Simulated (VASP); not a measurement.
Given:

```
CELL_PARAMETERS angstrom
      0.00000     2.19017     2.19017
      2.19017     0.00000     2.19017
      2.19017     2.19017     0.00000
ATOMIC_POSITIONS crystal
  Au 0.00000 0.00000 0.00000
```

These are vdW-DF2, VASP's PBE PAW potentials (set 64) (plane waves; VASP) values and carry that method's errors. Run with 520 eV cut-off, 14×14×14 Γ-centred mesh, first-order Methfessel-Paxton smearing of 0.10 eV, potentials Au.

Problem. Give the stress tensor in GPa (positive for a compressed cell).

Solution. 
```
-2.44   0.00   0.00
 0.00  -2.44   0.00
 0.00   0.00  -2.44
```
The pressure is its mean diagonal, -2.44 GPa.

The compound is Au in the fcc structure. This cell is one point of a volume scan, at 1.03 of the reference volume.
